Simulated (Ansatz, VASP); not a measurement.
# Na3Y: VASP beside Ansatz, part 2 of 2

One calculation is typed for both programs; each brings its own data sets. How far apart do they land? The cell is generated by rule, not measured, and may not be a known phase. The cell is taken from a series of runs on this material, whose earlier steps may have relaxed, scaled, displaced or heated it; both programs get it as it stands.

VASP 6.6.1 and Ansatz 0.2.0.

So far: Set-up; VASP: relaxation of cell and atoms, PBEsol, pair 1; Ansatz: relaxation of cell and atoms, PBEsol, pair 1; Comparison.

## Step 5: VASP: relaxation of cell and atoms, PBEsol, pair 2

Level of this step: PBEsol; plane waves and PAW (Na_pv, Y_sv); invented cell (VASP).

The relaxed volume is the usual yardstick between codes: in a stiff, nearly cubic crystal its relative difference is about their pressure difference at one cell divided by the bulk modulus. This pair takes another cell of the material, with 8 atoms against 4 for the pair before.

INCAR

```
SYSTEM = Na3Y
PREC = Accurate
ENCUT = 500
EDIFF = 1E-07
NELM = 120
ISMEAR = 1
SIGMA = 0.15
LREAL = .FALSE.
ALGO = Normal
GGA = PS
NBANDS = 40
LASPH = .TRUE.
LORBIT = 11
LWAVE = .FALSE.
LCHARG = .FALSE.
ISIF = 3
IBRION = 2
NSW = 80
EDIFFG = -0.005
GGA_COMPAT = .FALSE.
NELMIN = 4
KPAR = 2
```

POSCAR

```
Na3Y
1.0
    5.7242530000      0.0000000000      0.0000000000
    0.0000000000      6.8601070000      0.0000000000
    0.0000000000      0.0000000000      6.7159110000
Na Y
6 2
Direct
    0.5000000873      0.7535207541      0.8589930688
    0.0000000000      0.2535206812      0.1410070801
    0.5000000873      0.0000000000      0.3139407297
    0.0000000000      0.5000000729      0.6860594192
    0.5000000873      0.2464792459      0.8589930688
    0.0000000000      0.7464793188      0.1410070801
    0.5000000873      0.5000000729      0.3953825475
    0.0000000000      0.0000000000      0.6046176014
```

KPOINTS

```
Automatic mesh
0
Gamma
6 6 6
0 0 0
```

Potentials, in the order of the species: Na_pv and Y_sv (PBE family, release 64).

On the command line:

```sh
mpirun -np 2 vasp_std
```

Numbers of over 12 decimals in the logs are rounded to 6 here.

Output:

```text
[banner, memory and clock lines left out]
running    2 mpi-ranks, on    1 nodes
[...]
[... a notice as in an earlier step ...]

 LDA part: xc-table for (Slater+PW92), standard interpolation
 POSCAR, INCAR and KPOINTS ok, starting setup
[...]
entering main loop
       N       E                     dE             d eps       ncg     rms          rms(c)
DAV:   1     0.570773271845E+03    0.57077E+03   -0.31992E+04  5144   0.158E+03
DAV:   2     0.267866822238E+02   -0.54399E+03   -0.53397E+03  5128   0.454E+02
DAV:   3    -0.160745575507E+02   -0.42861E+02   -0.41275E+02  7240   0.137E+02
DAV:   4    -0.202579505063E+02   -0.41834E+01   -0.40987E+01  7584   0.270E+01
[...]
DAV:  15    -0.191153836878E+02    0.10262E-05   -0.48404E-06  7800   0.146E-02    0.192E-03
DAV:  16    -0.191153838429E+02   -0.15513E-06   -0.77268E-07  5680   0.622E-03    0.139E-03
DAV:  17    -0.191153838586E+02   -0.15652E-07   -0.36679E-08  3240   0.135E-03
   1 F= -.19115384E+02 E0= -.19117258E+02  d E =-.191154E+02
[... from here on, the cycles between the ionic steps are left out ...]
   2 F= -.19115830E+02 E0= -.19117753E+02  d E =-.445894E-03
   3 F= -.19116268E+02 E0= -.19118304E+02  d E =-.883954E-03
   4 F= -.19116268E+02 E0= -.19118301E+02  d E =-.884338E-03
   5 F= -.19116323E+02 E0= -.19118355E+02  d E =-.551278E-04
   6 F= -.19116460E+02 E0= -.19118487E+02  d E =-.191784E-03
   7 F= -.19116541E+02 E0= -.19118559E+02  d E =-.272386E-03
   8 F= -.19116586E+02 E0= -.19118589E+02  d E =-.457488E-04
   9 F= -.19116586E+02 E0= -.19118589E+02  d E =-.457271E-04
  10 F= -.19116637E+02 E0= -.19118640E+02  d E =-.502468E-04
  11 F= -.19116660E+02 E0= -.19118665E+02  d E =-.738208E-04
[...]
reached required accuracy - stopping structural energy minimisation
```

Parts of OUTCAR (step 5):

```text
  Total       -0.0050668     -0.0021659     -0.0146978      0.0000000      0.0000000      0.0000000
  in kB       -0.0307993     -0.0131655     -0.0893423      0.0000000      0.0000000      0.0000000
  external PRESSURE =      -0.0444357 kB  Pullay stress =       0.0000000 kB

 POSITION                                       TOTAL-FORCE (eV/Angst)
 -----------------------------------------------------------------------------------
      2.86105      5.13477      5.81179        -0.000000     -0.001144     -0.000512
      0.00000      1.72829      0.94925         0.000000     -0.001144      0.000512
      2.86105      0.00000      2.11761         0.000000      0.000000     -0.002091
      0.00000      3.40648      4.64343         0.000000      0.000000      0.002091
      2.86105      1.67819      5.81179        -0.000000      0.001144     -0.000512
      0.00000      5.08468      0.94925         0.000000      0.001144      0.000512
      2.86105      3.40648      2.69045         0.000000      0.000000      0.001843
      0.00000      0.00000      4.07060         0.000000      0.000000     -0.001843
 -----------------------------------------------------------------------------------
    total drift:                               -0.000738     -0.000491      0.000875

  FREE ENERGIE OF THE ION-ELECTRON SYSTEM (eV)
  ---------------------------------------------------
  free  energy   TOTEN  =       -19.1166601303 eV

  energy  without entropy=      -19.1226760609  energy(sigma->0) =      -19.11866544

[... 1 part as in an earlier step ...]

[... 3 further parts left out ...]
[key lines of the parts left out:]
E-fermi :   1.1903
```

## Step 6: Ansatz: relaxation of cell and atoms, PBEsol, pair 2

The same cell, functional, mesh and smearing now go to Ansatz, which takes its cutoff from its data sets.

The cell is taken from a series of runs on this material, whose earlier steps may have relaxed, scaled, displaced or heated it; both programs get it as it stands.

input.yaml

```yaml
crystal:
  lattice:
    - [5.7242534248, 0.0, 0.0]
    - [0.0, 6.8601072877, 0.0]
    - [0.0, 0.0, 6.7159114777]
  atoms:
    - { symbol: Na, position: [0.5, 0.7535207372, 0.8589929614] }
    - { symbol: Na, position: [0.0, 0.2535207372, 0.1410070386] }
    - { symbol: Na, position: [0.5, 0.0, 0.3139407019] }
    - { symbol: Na, position: [0.0, 0.5, 0.6860592981] }
    - { symbol: Na, position: [0.5, 0.2464792628, 0.8589929614] }
    - { symbol: Na, position: [0.0, 0.7464792628, 0.1410070386] }
    - { symbol: "Y", position: [0.5, 0.5, 0.3953825083] }
    - { symbol: "Y", position: [0.0, 0.0, 0.6046174917] }
kpoints:
  mp_grid: { grid: [6, 6, 6] }
hamiltonian:
  xc: pbesol
scf:
  occupations: { method: methfessel_paxton, width: 0.15 }
output:
  forces: true
  stress: true
  eigenvalues: true
relax:
  adjacent_minimum: "off"
  f_tol: 0.001
  max_steps: 60
  cell: { stress_tol: 0.01 }
```

On the command line:

```sh
ansatz run input.yaml --threads 4 --pin off --max-ram 7168MiB --backend cpu --events-out ev --progress --plain --runs-dir out
```

Output:

```text
[...]
Crystal: 8 atoms, lattice volume = 263.727 Å³
Basis set: ecut = 420 eV, 5135 PW (Γ), exchange–correlation on 80×96×90 points (8 copies of the dense FFT grid, shifted against one another)
Bands: 46, of which v1, the nominal top of the filled ones, is band 38 counted from 1 (37 counted from 0)
Symmetry: 8 space group operations
[...]
k-points: 64 of 216
[...]
- [0, 6.811753, 0]
    - [0, 0, 6.768509]
  atoms:
    - { symbol: Na, position: [0.5, 0.753630, 0.859587] }
    - { symbol: Na, position: [0, 0.253630, 0.140413] }
    - { symbol: Na, position: [0.5, 0, 0.312402] }
    - { symbol: Na, position: [0, 0.500000, 0.687598] }
    - { symbol: Na, position: [0.5, 0.246370, 0.859587] }
    - { symbol: Na, position: [0, 0.746370, 0.140413] }
    - { symbol: Y, position: [0.5, 0.500000, 0.398483] }
    - { symbol: Y, position: [0, 0, 0.601517] }
[key lines of the parts left out:]
SCF converged after 6 iterations
Free energy (F): -16442.450767 eV
Fermi energy:    3.956706 eV
P = ⅓ Tr σ = -0.0003 GPa (-0.003 kbar)
```

## Step 7: Differences

What differs besides the data sets and the points named for the pairs above, as far as they apply: the data sets hold 76 valence electrons in Ansatz (on its default PAW (the set named soft_2) files) and 64 in VASP. Total energies have different zeros and are not compared.

The two programs side by side:

| quantity | Ansatz | VASP | difference |
| --- | --- | --- | --- |
| volume (Å³) | 263.63 | 263.58 | +0.02 % |
| edge a after relaxation, in the typed setting (Å) | 5.718 | 5.722 | -0.07 % |
| edge b after relaxation, in the typed setting (Å) | 6.812 | 6.813 | -0.02 % |
| edge c after relaxation, in the typed setting (Å) | 6.769 | 6.761 | +0.11 % |

## Step 8: Results

```
difference in edge b after relaxation, in the typed setting (relaxation of cell and atoms, PBEsol, pair 1) : 0.84 %
difference in edge c after relaxation, in the typed setting (relaxation of cell and atoms, PBEsol, pair 2) : 0.11 %
```

In words: The difference in edge b after relaxation, in the typed setting is 0.84 % (relaxation of cell and atoms, PBEsol, pair 1), within the 1.2 % picked in this series as the mark of a large difference, as far as the stopping tolerances let one tell. The data sets hold unlike numbers of valence electrons (38 in Ansatz and 32 in VASP and 76 in Ansatz and 64 in VASP), so part of the differences comes from the potentials. Such differences can come from data sets, numerical settings and the points named under the comparisons, not from the functional's error against experiment.

[Lines on the potential files, build, host, timing and source positions are cut from VASP's logs without a mark.]

[Logs are printed without paths, hosts, clocks, repeated set-up lines and the standing remarks that a program may print on its own settings, such as how far it seeks lower states.]

[Hosts, paths, dates, database ids (printed as entryN), source tags and the programs' standing remarks are cut or masked in the printed files.]
